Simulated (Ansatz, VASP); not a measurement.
# Te2As in two plane-wave programs, part 2 of 2

One calculation is typed for both programs; each brings its own data sets. How far apart do they land? The cell is generated by rule, not measured, and may not be a known phase. The cell is taken from a series of runs on this material, whose earlier steps may have relaxed, scaled, displaced or heated it; both programs get it as it stands.

VASP 6.6.1 and Ansatz 0.2.0.

So far: The starting structure; VASP: zone-centre phonons, LDA.

The structure was built from a prototype and need not be the compound's stable phase.

## (3) Ansatz: zone-centre phonons, LDA

Level of this step: Ansatz beside VASP: Kohn-Sham DFT, plane waves, LDA (Ansatz).

Ansatz runs on its default PAW (the set named soft_2) files.

The same cell, functional (in two slightly different forms), mesh and smearing now go to Ansatz, which takes its cutoff from its data sets.

File input.yaml:

```yaml
crystal:
  lattice:
    - [0.0, 3.4682328996, 3.4682328996]
    - [3.4682328996, 0.0, 3.4682328996]
    - [3.4682328996, 3.4682328996, 0.0]
  atoms:
    - { symbol: As, position: [0.0, 0.0, 0.0] }
    - { symbol: Te, position: [0.75, 0.75, 0.75] }
    - { symbol: Te, position: [0.25, 0.25, 0.25] }
kpoints:
  mp_grid: { grid: [10, 10, 10] }
hamiltonian:
  xc: lda
scf:
  occupations: { method: methfessel_paxton, width: 0.15 }
output:
  eigenvalues: true
phonons:
  method: dfpt
  qmesh: [2, 2, 2]
  temperatures: { t_max: 1000, t_step: 50 }
  qpath:
    path:
      - [[0.0, 0.0, 0.0], [0.5, 0.0, 0.5], [0.625, 0.25, 0.625]]
      - [[0.375, 0.375, 0.75], [0.0, 0.0, 0.0], [0.5, 0.5, 0.5], [0.5, 0.25, 0.75], [0.5, 0.0, 0.5]]
    npoints: 10
```

Started as:

```bash
$ ansatz run input.yaml --threads 8 --pin off --max-ram 14336MiB --backend cpu --events-out ev --progress --plain --runs-dir out
```

Numbers of over 12 decimals in the logs are rounded to 6 here.

Output:

```text
Engine: ansatz 0.2.0, aarch64-unknown-linux-gnu
Pseudopotentials: kind: paw
Pseudopotential: As, paw, valence charge 15, recommended cutoff 420 eV (normal), As.paw.azcp
Pseudopotential: Te, paw, valence charge 16, recommended cutoff 420 eV (normal), Te.paw.azcp
Functional definition: SPW92
  exchange = slater_x
  correlation = pw_c
Crystal: 3 atoms, lattice volume = 83.436 Å³
Basis set: ecut = 420 eV, 1639 PW (Γ), exchange–correlation on 72×72×72 points (8 copies of the dense FFT grid, shifted against one another)
Bands: 29, of which v1, the nominal top of the filled ones, is band 24 counted from 1 (23 counted from 0)
Symmetry: 48 space group operations
k-points: 47 of 1000
Non-local potential: As, projectors of the file, l = 0: 2, l = 1: 2, l = 2: 3, l = 3: 1
Non-local potential: Te, projectors of the file, l = 0: 2, l = 1: 2, l = 2: 2, l = 3: 2
PAW form: soft (Blöchl's): semilocal exchange-correlation on the pseudo side does not see the compensation charge
PAW frozen core: As, regenerated for the run's functional, and the local potential with it (the file was generated under x = pbe(κ = 0.804, μ = 0.219515), c = pbe(β = 0.066725))
PAW frozen core: Te, regenerated for the run's functional, and the local potential with it (the file was generated under x = pbe(κ = 0.804, μ = 0.219515), c = pbe(β = 0.066725))
PAW one-centre angular grid: As, 590 points (default); XC on 64 Gauss nodes
PAW one-centre angular grid: Te, 590 points (default); XC on 64 Gauss nodes
Initial density: superposition of atomic densities (neutral atoms: chi_scale 0, normalization atom), corrected by the library's trained network
Initial wavefunctions: pseudopotential atomic-orbital guess
Functional: x = slater, c = lda
SCF iter   1: F=—  HF=-18427.063825 eV  |F-HF|=—  |Δ(HF+E_count)|=         —  Δρ=6.42e-3  dr2=5.28e-2  ethr=1.77e-3  ⟨swp⟩=6.6  Hψ=5883  notcnv=0
preconditioner: auto → LDOS  [metal: Δε(μ)=0.044 eV  Ē_g=9.076 eV  σ=0.150 eV  W_gap=0.24  n_scr=14 (ndim 8)  ℏωp=16.8 eV  f_vac=0.052  D(μ)=2.75/eV (n_scr^D=14)  β→1.0]
SCF iter   2: F=—  HF=-18427.047265 eV  |F-HF|=—  |Δ(HF+E_count)|=   1.66e-2  S|Δr|=    0.00e0  Δρ=9.47e-4  dr2=8.55e-4  ethr=1.12e-4  ⟨swp⟩=1.4  Hψ=1757  notcnv=0  defer=1
SCF iter   3: F=—  HF=-18427.047219 eV  |F-HF|=—  |Δ(HF+E_count)|=   4.58e-5  S|Δr|=    0.00e0  Δρ=4.48e-4  dr2=2.21e-4  ethr=1.82e-6  ⟨swp⟩=3.0  Hψ=2878  notcnv=0  defer=1
SCF iter   4: F=—  HF=-18427.046860 eV  |F-HF|=—  |Δ(HF+E_count)|=   3.59e-4  S|Δr|=    0.00e0  Δρ=1.40e-4  dr2=1.25e-5  ethr=4.70e-7  ⟨swp⟩=2.0  Hψ=1964  notcnv=0  defer=1
SCF iter   5: F=—  HF=-18427.046859 eV  |F-HF|=—  |Δ(HF+E_count)|=   1.14e-6  S|Δr|=    0.00e0  Δρ=1.84e-5  dr2=3.72e-7  ethr=2.66e-8  ⟨swp⟩=2.0  Hψ=1958  notcnv=0  defer=1
SCF iter   6: F=—  HF=-18427.046859 eV  |F-HF|=—  |Δ(HF+E_count)|=   5.00e-9  S|Δr|=    0.00e0  Δρ=3.49e-6  dr2=1.09e-8  ethr=7.91e-10  ⟨swp⟩=2.3  Hψ=2420  notcnv=0  defer=1
SCF iter   7: F=—  HF=-18427.046859 eV  |F-HF|=—  |Δ(HF+E_count)|=   1.79e-9  S|Δr|=    0.00e0  Δρ=7.88e-7  dr2=4.13e-10  ethr=2.31e-11  ⟨swp⟩=2.0  Hψ=2438  notcnv=0  defer=1
SCF iter   8: F=—  HF=-18427.046859 eV  |F-HF|=—  |Δ(HF+E_count)|=  2.84e-10  S|Δr|=    0.00e0  Δρ=1.61e-7  dr2=1.51e-11  ethr=1.00e-12  ⟨swp⟩=2.0  Hψ=2439  notcnv=0  defer=1
SCF iter   9: F=-18427.046859 eV  HF=-18427.046859 eV  |F-HF|=3.64e-12  |Δ(HF+E_count)|=    0.00e0  S|Δr|=    0.00e0  Δρ=2.30e-8  dr2=3.15e-13  ethr=1.00e-12  ⟨swp⟩=9.4  Hψ=6391  notcnv=0
SCF 1 converged in 9 iterations: F = -18427.046859 eV  dr2 = 3.15e-13
  greatest PAW one-centre occupation: 0.999 electrons in one spin orbital (limit 2), on the As atom at site 0 (counted from 0), in its partial waves of l = 2
phonons: the bands overlap, so this run is a metal and interpolates without the dipole-dipole term. If the crystal is really an insulator or semiconductor, its LO-TO splitting is missing
NSCF: frozen V_eff on 47 k-points
WARN: eigensolver did not converge in 2 slots of this pass, the one above among them; of largest residual over every band (k=29): 1 band(s) unlocked (lowest unlocked band 28, counted from 0; max residual 3.27e-4 eV among the unlocked bands, 3.27e-4 eV over every band); of lowest unlocked band (k=26): band 28
NSCF: frozen V_eff on 102 k-points
DFPT response loops at q = (0, 0, 0) (fractional): preconditioner auto → Kerker (q_TF=auto, 2.479 Å⁻¹) (partly filled bands, converged f_vac=0.054); β = 1.00, the filter's whole step (`scf.mixing.beta` (0.50) is not read by the response loops under this deck's `scf.mixing.preconditioner`; to damp them name `kerker` or `kerker_dos`, under which they read `scf.mixing.beta`, and type it under 1.00, their step now; both keys bind the ground state too); Broyden in place of MSR1
NSCF: frozen V_eff on 564 k-points
DFPT response loops at q = (0, 0, -0.5) (fractional): mixed as the last ones told, above
NSCF: frozen V_eff on 342 k-points
DFPT response loops at q = (0, -0.5, -0.5) (fractional): mixed as the last ones told, above
SCF converged after 9 iterations
Stability not checked: this state was not tested for a lower state beside it, because cold or Methfessel-Paxton smearing, or corrected tetrahedra, fill the levels in a way that the test cannot read (fill_not_monotonic; see scf.lower_state_search)
Free energy (F): -18427.046859 eV
Harris-Foulkes:  -18427.046859 eV  (|F-HF|=3.64e-12)
Internal energy: -18427.042062 eV  (E = F + TS)
E sigma→0 (E₀):  -18427.045659 eV
Entropy (-TS):   -0.004797 eV (-1.599 meV/atom)
Fermi energy:    10.090676 eV
--- Per-component energies (eV) ---
  E_band       = -739.556710
  E_kinetic    = 466.670018
  E_local      = -4168.072016  (includes V_loc(G=0)·N_el)
  E_nonlocal   = -1275.892505
  E_hartree    = 2530.953377
  E_xc         = -327.378373
  E_vxc        = -289.985062  (∫ρ·V_xc dr)
  E_paw        = -10771.204823  (= ΣΔE_a)
  E_vpaw       = -534.183626  (= ΣTr[D̂ρ^β])
  E_aug_tail   = -0.000290  (compensation charges beyond the density's cutoff)
  E_ewald      = -4885.550002
  E_core_change = 3.432552  (= ΣΔE_core)
  E_smearing   = -0.004797  (= −TS)
  E_closure    = -0.000000  (closes the sum)
  Σ components = -18427.046859   (vs F -18427.046859, Δ=0.00e0)
--- Band table (eV; the first three rows and the last of 47) ---
  k-point 0: bands = [... 20 lower, 6.5760, 6.9472, 6.9472, 6.9472, 11.0469, 11.0469, 11.0469, 14.3117, ... 1 higher]
  k-point 1: bands = [... 20 lower, 6.3321, 7.1930, 7.1930, 7.8311, 10.9414, 10.9626, 10.9626, 14.6932, ... 1 higher]
  k-point 2: bands = [... 20 lower, 6.0765, 7.4542, 7.4542, 8.9371, 10.9034, 10.9272, 10.9272, 15.6255, ... 1 higher]
  k-point 46: bands = [... 20 lower, 7.2361, 7.3652, 10.6870, 10.8355, 11.2878, 11.8783, 12.0797, 15.8743, ... 1 higher]
--- Phonons (Γ-DFPT): 2 representative perturbations + reference (Σ response iterations 6) ---
  ASR residual: 4.795e-5 → 0.000e0 eV/Å²; symmetrization residual: 6.995e-7 eV/Å²
  ASR residual per site (eV/Å²): 4.79e-5 2.18e-5 2.18e-5
  Γ frequencies (cm⁻¹): 0.00 0.00 0.00 50.11 50.11 50.11 84.47 84.47 84.47
--- Phonons (arbitrary-q DFPT): 3 irreducible q on the 2×2×2 mesh ---
  q = [0.0000, 0.0000, 0.0000] (star 1, of the zone-centre solve; hermiticity 7.74e-7, symmetrization 2.30e-11): -0.00 0.00 0.00 50.11 50.11 50.11 84.47 84.47 84.47
  q = [0.0000, 0.0000, -0.5000] (star 4, 2 solved perturbations on 282 of 1000 k-point pairs; hermiticity 8.95e-6, symmetrization 3.28e-11): -51.25 -38.26 -38.26 25.66 25.66 49.34 49.34 75.05 91.95
  q = [0.0000, -0.5000, -0.5000] (star 3, 4 solved perturbations in 546 linear systems a pass and spin channel, the states on 171 of 1000 k-point pairs; hermiticity 3.12e-6, symmetrization 2.81e-12): -72.46 -61.19 -61.19 43.50 43.50 62.92 86.98 86.98 108.26
  sum rule: each row above includes the acoustic sum rule's correction from the zone centre's row sums; it moved no ω² by more than (0.42 cm⁻¹)²
  mesh force constants: q→R imaginary residual 1.12e-16; ASR residual 4.795e-5 → 0.000e0 eV/Å²; symmetrization residual 2.220e-15 eV/Å²
  interpolated dispersion: 62 rows × 9 modes
  density of states and harmonic sums: on the 16×16×16 q-mesh, interpolated from the force constants of a 2×2×2 supercell (no non-analytic term)
  largest difference from the sums on the solved wave vectors: F 1.44e-2 eV, S 4.14e-5 and C_V 1.54e-5 eV/K
  zero-point energy: 0.021617 eV/cell   skipped modes (ω ≤ 0): 431, of them read as no rigid motion or as one in doubt: 428 (3.178e0 modes/cell left out, lowest -72.46 cm⁻¹)   left out of the sums: 3.53e-1 of the cell's modes: C_V's classical limit lies that fraction below 3 k_B per atom; for a crystal, a wire or a layer, F and S can be off by more, and a phonons.interpolated_qmesh denser along its periods is the remedy for the sampling
```

## (4) Comparison

Known differences besides the potentials themselves: VASP's run holds the zone centre alone; the data sets hold 47 valence electrons in Ansatz (on its default PAW (the set named soft_2) files) and 17 in VASP; the cutoff is 420 eV in Ansatz and 500 eV in VASP; VASP's log shows a relativistic correction to its local exchange, Ansatz's none. Total energies have different zeros and are not compared.

Compared:

```csv
quantity,Ansatz,VASP,difference
optical mode 1 to 3 (cm⁻¹),50.1,52.5,-4.48 %
optical mode 4 to 6 (cm⁻¹),84.5,84.4,+0.04 %
```

Modes are paired by rising frequency, not by their patterns, so a pair may set unlike modes beside each other; they are those without the splitting of longitudinal modes.

## (5) Outcome

* r.m.s. difference of the optical zone-centre modes, each program's sorted by frequency (zone-centre phonons, LDA): 1.7 cm⁻¹
* difference in optical mode 1 to 3 (zone-centre phonons, LDA): -4.5 %

In words: The r.m.s. difference of the optical zone-centre modes, each program's sorted by frequency is 1.7 cm⁻¹ (zone-centre phonons, LDA). The data sets hold unlike numbers of valence electrons (47 in Ansatz and 17 in VASP), so part of the differences comes from the potentials. Among the rows given in per cent, the largest difference of the zone-centre phonons, LDA pair is in optical mode 1 to 3, -4.5 %. Such differences can come from data sets, numerical settings and the points named under the comparisons, not from the functional's error against experiment.

[Lines on the potential files, build, host, timing and source positions are cut from VASP's logs without a mark.]

[Logs are printed without paths, hosts, clocks, repeated set-up lines and the standing remarks that a program may print on its own settings, such as how far it seeks lower states.]

[Hosts, paths, dates, database ids (printed as entryN), source tags and the programs' standing remarks are cut or masked in the printed files.]
